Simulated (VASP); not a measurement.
OSZICAR of a VASP run on FePt (L1_0):

### OSZICAR
```
       N       E                     dE             d eps       ncg     rms          rms(c)
DAV:   1     0.804507434720E+02    0.80451E+02   -0.72363E+03 15800   0.109E+03
DAV:   2    -0.134057515456E+02   -0.93856E+02   -0.83956E+02 15964   0.233E+02
DAV:   3    -0.161230366469E+02   -0.27173E+01   -0.26395E+01 19592   0.483E+01
DAV:   4    -0.161507977376E+02   -0.27761E-01   -0.27753E-01 17999   0.424E+00
DAV:   5    -0.161515706951E+02   -0.77296E-03   -0.77295E-03 20731   0.799E-01    0.170E+01
DAV:   6    -0.172470519158E+02   -0.10955E+01   -0.14105E+01 16789   0.839E+01    0.237E+01
DAV:   7    -0.148963946808E+02    0.23507E+01   -0.88133E+00 19835   0.801E+01    0.867E+00
DAV:   8    -0.148524679387E+02    0.43927E-01   -0.46033E-01 18528   0.105E+01    0.413E+00
DAV:   9    -0.147732169646E+02    0.79251E-01   -0.12448E-01 22781   0.766E+00    0.184E+00
DAV:  10    -0.147628107914E+02    0.10406E-01   -0.38632E-02 23919   0.381E+00    0.645E-01
DAV:  11    -0.147621468854E+02    0.66391E-03   -0.26062E-03 21578   0.803E-01    0.260E-01
DAV:  12    -0.147620976079E+02    0.49278E-04   -0.26116E-04 20626   0.217E-01    0.779E-02
DAV:  13    -0.147620979498E+02   -0.34189E-06   -0.33707E-05 20639   0.115E-01    0.374E-02
DAV:  14    -0.147620947701E+02    0.31797E-05   -0.80245E-06 20808   0.553E-02    0.124E-02
DAV:  15    -0.147620952557E+02   -0.48557E-06   -0.15915E-06 11007   0.283E-02
   1 F= -.14762095E+02 E0= -.14762211E+02  d E =-.147621E+02  mag=     3.3359
       N       E                     dE             d eps       ncg     rms          rms(c)
DAV:   1    -0.147578725522E+02    0.42222E-02   -0.72890E+00 15600   0.172E+01    0.138E+00
DAV:   2    -0.147854429384E+02   -0.27570E-01   -0.10351E-01 22896   0.397E+00    0.886E-01
DAV:   3    -0.147886479704E+02   -0.32050E-02   -0.64750E-03 22318   0.188E+00    0.293E-01
DAV:   4    -0.147882476226E+02    0.40035E-03   -0.14165E-03 22702   0.919E-01    0.141E-01
DAV:   5    -0.147879955932E+02    0.25203E-03   -0.99937E-04 23352   0.462E-01    0.658E-02
DAV:   6    -0.147879792925E+02    0.16301E-04   -0.73448E-05 23436   0.188E-01    0.203E-02
DAV:   7    -0.147879736440E+02    0.56485E-05   -0.18431E-05 17875   0.313E-02    0.130E-02
DAV:   8    -0.147879734451E+02    0.19899E-06   -0.10564E-06 10881   0.104E-02
   2 F= -.14787973E+02 E0= -.14788120E+02  d E =-.258782E-01  mag=     3.3414
       N       E                     dE             d eps       ncg     rms          rms(c)
DAV:   1    -0.147533735582E+02    0.34600E-01   -0.11151E+01 15635   0.213E+01    0.171E+00
DAV:   2    -0.147956263912E+02   -0.42253E-01   -0.15713E-01 22576   0.465E+00    0.109E+00
DAV:   3    -0.148007804110E+02   -0.51540E-02   -0.85341E-03 22493   0.205E+00    0.338E-01
DAV:   4    -0.148002343443E+02    0.54607E-03   -0.19332E-03 22670   0.106E+00    0.180E-01
DAV:   5    -0.147998462786E+02    0.38807E-03   -0.15078E-03 23489   0.614E-01    0.858E-02
DAV:   6    -0.147998150134E+02    0.31265E-04   -0.14015E-04 23472   0.255E-01    0.258E-02
DAV:   7    -0.147998061253E+02    0.88881E-05   -0.30012E-05 17749   0.406E-02    0.165E-02
DAV:   8    -0.147998059423E+02    0.18305E-06   -0.18118E-06 13594   0.136E-02
   3 F= -.14799806E+02 E0= -.14799945E+02  d E =-.377107E-01  mag=     3.3445
       N       E                     dE             d eps       ncg     rms          rms(c)
DAV:   1    -0.147997480921E+02    0.58033E-04   -0.19352E-02 15726   0.877E-01    0.693E-02
DAV:   2    -0.147998173544E+02   -0.69262E-04   -0.23692E-04 20793   0.161E-01    0.334E-02
DAV:   3    -0.147998272365E+02   -0.98821E-05   -0.87916E-06 18109   0.286E-02    0.763E-03
DAV:   4    -0.147998265396E+02    0.69693E-06   -0.14951E-06 11167   0.240E-02
   4 F= -.14799827E+02 E0= -.14799965E+02  d E =-.377313E-01  mag=     3.3444
```

### Question
Which electronic solver shows in the log?

### Answer
It is blocked Davidson (ALGO = Normal, or the opening steps of other solvers). The INCAR had ALGO = Normal.

### Question
How was spin treated?

### Answer
Collinear spin (ISPIN = 2): the summary line carries one mag value, 3.34 μB in the cell.

### Question
Can the final energy be trusted as converged?

### Answer
Self-consistency was reached. It stopped with EDIFF = 1E-6, NELM = 100, NSW = 40 and EDIFFG = -0.01 after 4 ionic steps (PBE GGA, plane waves, VASP's PBE PAW potentials (set 64)).

The compound is FePt in the L1_0 structure. In the starting cell atoms are displaced from their ideal sites. This run relaxes the ions in a fixed cell. Symmetry was kept, so distortions that lower it aren't found.
